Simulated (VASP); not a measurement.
Computed with PBE GGA + U (Dudarev), VASP's PBE PAW potentials (set 64) (plane waves; VASP 6.6.1).

The input files of a VASP run:

**POSCAR**
```
CuI
1
    0.0000000000     3.0855000000     3.0855000000
    3.0855000000     0.0000000000     3.0855000000
    3.0855000000     3.0855000000     0.0000000000
Cu I
1 1
Direct
  0.0000000000   0.0000000000   0.0000000000
  0.2500000000   0.2500000000   0.2500000000
```

### KPOINTS
```
Automatic mesh
0
Gamma
7 7 7
0 0 0
```

**INCAR**
```
# general
SYSTEM     =  CuI
PREC       =  Accurate
ENCUT      =  400   # plane-wave cut-off (eV)
LREAL      =  .FALSE.   # projection in real space or not
LASPH      =  .TRUE.

# electronic loop
EDIFF      =  1E-6   # SCF stop (eV)
NELM       =  100   # most electronic steps
ALGO       =  Normal
LMAXMIX    =  4   # l cut-off of mixed one-centre charges

# smearing
ISMEAR     =  0   # Gaussian
SIGMA      =  0.05

# functional
GGA        =  PE   # PBE

# DFT+U
LDAU       =  .TRUE.
LDAUTYPE   =  2   # Dudarev
LDAUL      =  2 -1
LDAUU      =  8.0 0
LDAUJ      =  0 0
LDAUPRINT  =  1

# ions
ISIF       =  2   # forces and stress, cell fixed

# output
LWAVE      =  .FALSE.
LCHARG     =  .FALSE.
LORBIT     =  10
```

POTCAR, in this order: Cu I (PBE.64 set). Program: vasp_std.

Output

### OSZICAR
```
       N       E                     dE             d eps       ncg     rms          rms(c)
DAV:   1     0.992850629881E+02    0.99285E+02   -0.69535E+03   520   0.119E+03
DAV:   2     0.356981957519E+01   -0.95715E+02   -0.91302E+02   530   0.244E+02
DAV:   3    -0.339985421147E+01   -0.69697E+01   -0.69229E+01   683   0.755E+01
DAV:   4    -0.358117400703E+01   -0.18132E+00   -0.18127E+00   666   0.131E+01
DAV:   5    -0.358494078045E+01   -0.37668E-02   -0.37667E-02   720   0.174E+00    0.316E+00
DAV:   6    -0.357921002969E+01    0.57308E-02   -0.13519E-02   615   0.337E+00    0.197E+00
DAV:   7    -0.357939085325E+01   -0.18082E-03   -0.17409E-02   764   0.328E+00    0.193E-01
DAV:   8    -0.357932805441E+01    0.62799E-04   -0.38805E-03   672   0.211E+00    0.614E-02
DAV:   9    -0.357966476274E+01   -0.33671E-03   -0.37566E-04   588   0.260E-01    0.256E-02
DAV:  10    -0.357974834959E+01   -0.83587E-04   -0.10981E-04   555   0.117E-01    0.224E-02
DAV:  11    -0.357974989123E+01   -0.15416E-05   -0.28020E-06   644   0.174E-02    0.129E-02
DAV:  12    -0.357975248331E+01   -0.25921E-05   -0.49704E-06   535   0.486E-02    0.198E-03
DAV:  13    -0.357975298367E+01   -0.50036E-06   -0.55107E-07   465   0.946E-03
   1 F= -.35797530E+01 E0= -.35797530E+01  d E =-.531275E-17
```

File OUTCAR:
```
------------------------ aborting loop because EDIFF is reached ----------------------------------------
  FORCE on cell =-STRESS in cart. coord.  units (eV):
  Direction    XX          YY          ZZ          XY          YZ          ZX
  --------------------------------------------------------------------------------------
  Total       -0.3216313     -0.3216313     -0.3216313      0.0000000      0.0000000     -0.0000000
  in kB       -8.7712652     -8.7712652     -8.7712652      0.0000000      0.0000000     -0.0000000
  external PRESSURE =      -8.7712652 kB  Pullay stress =       0.0000000 kB
  volume of cell :       58.75
      direct lattice vectors                 reciprocal lattice vectors
     0.000000000  3.085500000  3.085500000    -0.162048290  0.162048290  0.162048290
     3.085500000  0.000000000  3.085500000     0.162048290 -0.162048290  0.162048290
     3.085500000  3.085500000  0.000000000     0.162048290  0.162048290 -0.162048290
  FREE ENERGIE OF THE ION-ELECTRON SYSTEM (eV)
  ---------------------------------------------------
  free  energy   TOTEN  =        -3.5797529837 eV

  energy  without entropy=       -3.5797529837  energy(sigma->0) =       -3.57975298

 total charge

# of ion       s       p       d       tot
------------------------------------------
    1        0.281   0.212   9.572  10.065
    2        1.494   2.782   0.031   4.307
--------------------------------------------------
tot          1.775   2.994   9.602  14.372
```
(Selected blocks of OUTCAR.)

The compound is CuI in the zinc blende structure. The cell was not relaxed at this level. The run is one of a series of settings (LDAU = .TRUE., LDAUJ = 0 0, LDAUL = 2 -1, LDAUTYPE = 2, LDAUU = 8.0 0 against the base run), some of them coarse on purpose.
